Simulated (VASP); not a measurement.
Given:

```xyz
2
Lattice="0.0000 2.2970 2.2970 2.2970 0.0000 2.2970 2.2970 2.2970 0.0000" Properties=species:S:1:pos:R:3 pbc="T T T"
Hf     0.0000     0.0000     0.0000
C      2.2970     2.2970     2.2970
```

The numbers are results of TPSS meta-GGA, VASP's PBE PAW potentials (set 64) (plane waves; VASP), not measurements. Numerical set-up: 520 eV cut-off, 14×14×14 Γ-centred mesh, first-order Methfessel-Paxton smearing of 0.10 eV, potentials Hf_pv C.

Problem. The job: HfC (rock salt), 2 atoms, TPSS, static run, 520 eV, 14×14×14 Γ-centred mesh. Roughly how much core time does it take on a busy server core?

Solution. About 2 core-minutes (one run on a shared machine, a rough figure). It had 104 irreducible k-points, 11 bands, up to 664 plane waves and 26 electronic steps.

The compound is HfC in the rock salt structure. This cell is one point of a volume scan, at 0.97 of the reference volume.
